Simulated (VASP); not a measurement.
Cost and result of VASP (PAW) for the lattice constant a of TiAl (L1_0). Static lattice. The cost counts the five points of the equation of state, each on the mesh and cut-off of its row, so the ratios hold those differences too. With PBE it took about 2 core-minutes. The timings are rough (shared machines, no repeats); factors under 2 mean little.

```
level    k-mesh  cut-off (eV)  lattice constant a (Å)         cost over PBE
------  -------  ------------  ----------------------  --------------------
PBEsol  13×13×9           520                     ___  within a factor of 2
PBE     13×13×9           520                   2.826             reference
LDA     13×13×9           520                   2.768  within a factor of 2
r2SCAN  13×13×9           520                   2.817         about 6 times
SCAN    13×13×9           520                     ___                   ___
```

Problem. Some entries are withheld; supply them.

Solution. 
- PBEsol, lattice constant a (Å): 2.800
- SCAN, lattice constant a (Å): 2.814
- SCAN, cost over PBE: about 10 times

Left out are levels that failed, ran on another kind of processor or have no fit band path; at most nine are shown.

The compound is TiAl in the L1_0 structure.
